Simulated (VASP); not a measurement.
Here is the system:

```
AlTi
1.0
    2.80551     0.00000     0.00000
    0.00000     2.80551     0.00000
    0.00000     0.00000     4.02591
Ti Al
1 1
Cartesian
  0.00000   0.00000   0.00000
  1.40275   1.40275   2.01296
```

Method: PBE GGA with D4 dispersion, VASP's PBE PAW potentials (set 64) (plane waves; VASP). Numerical set-up: 520 eV cut-off, 12×12×8 Γ-centred mesh, first-order Methfessel-Paxton smearing of 0.10 eV, potentials Ti_sv Al.

Problem. Estimate the energy per atom (σ→0), band gap (on the k-mesh) with the smallest direct gap where there is one.

Solution. 
- band gap (on the k-mesh): none (metal, semimetal or under 0.01 eV)
- energy per atom (σ→0): -6.484 eV/atom

The compound is TiAl in the L1_0 structure. It was relaxed first. The start is the result of an earlier pass. The electron count is odd and the run is not spin-polarised, which forces a metal.
